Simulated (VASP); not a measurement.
# GeCH₅F: harmonic vibrations of a molecule

GeCH₅F, molecule in box, 8 atoms in the cell. PBE, harmonic vibrations; PAW potentials C, Ge_d, F, H (PBE set).

## Input

INCAR.step1:
```
SYSTEM = GeH5CF
ALGO     = Normal         ! electronic algorithm
EDIFF    = 1E-8           ! SCF threshold, eV
EDIFFG   = -0.005         ! ionic threshold
ENCUT    = 400            ! plane-wave cutoff, eV
IBRION   = 2              ! ionic algorithm
ISIF     = 2              ! what is computed and relaxed
ISMEAR   = 0              ! smearing method
ISYM     = 0            
LASPH    = .True.         ! aspherical terms in the spheres
LCHARG   = .False.        ! write CHGCAR
LREAL    = .False.        ! projectors in reciprocal space
LWAVE    = .False.        ! write WAVECAR
NELM     = 100            ! most SCF steps
NSW      = 150            ! ionic steps
POTIM    = 0.5            ! step
PREC     = Accurate       ! precision mode
SIGMA    = 0.01           ! smearing width, eV
```

INCAR.step2, as INCAR.step1 but for:
```
- EDIFFG = -0.005
- IBRION = 2
- ISIF = 2
- NSW = 150
- POTIM = 0.5
+ IBRION = 5
+ NFREE = 2
+ NSW = 1
+ POTIM = 0.015
```

KPOINTS:
```
k-points
0
Gamma
  1 1 1
```

POSCAR.step1:
```
GeH5CF
1.0
   12.0000000000      0.0000000000      0.0000000000
    0.0000000000     13.0000000000      0.0000000000
    0.0000000000      0.0000000000     12.0000000000
C Ge F H
1 1 1 5
Direct
    0.4413166700      0.5737038500      0.4593625000
    0.5301916700      0.4565038500      0.5043208300
    0.6109166700      0.4973192300      0.6172208300
    0.3887083300      0.5534730800      0.3884458300
    0.4955500000      0.6372730800      0.4354541700
    0.3882333300      0.5982500000      0.5281375000
    0.6139333300      0.4215576900      0.4150291700
    0.4604916700      0.3659576900      0.5483375000
```

Commands (each step's output is kept before the next begins):
```
cat potpaw_PBE.64/C/POTCAR potpaw_PBE.64/Ge_d/POTCAR potpaw_PBE.64/F/POTCAR potpaw_PBE.64/H/POTCAR > POTCAR
cp INCAR.step1 INCAR
cp POSCAR.step1 POSCAR
mpirun -np 8 vasp_gam > vasp.out
cp CONTCAR POSCAR
cp INCAR.step2 INCAR
mpirun -np 8 vasp_gam > vasp.out
```

## Result

- Vibrations (cm⁻¹; a negative value is imaginary): 3089, 3076, 2991, 2088, 2076, 1414, 1407, 1224, 850, 839, 832, 711, 627, 626, 588, 452, 190, 105
- Zero-point energy (eV): 1.438
- Translations and rotations, which should read zero (cm⁻¹): -17, -10, -7, 10, 20, 42
- Vibrational entropy at 298 K (meV/K): 0.371
- Displaced cells: 48
- Ionic steps, all stages: 63
- Electronic steps, all stages: 1143

VASP 6.6.1 took 1341 s on 8 cores (Intel Xeon Platinum 8259CL @ 2.50GHz (Skylake/Cascade Lake)), a shared host.
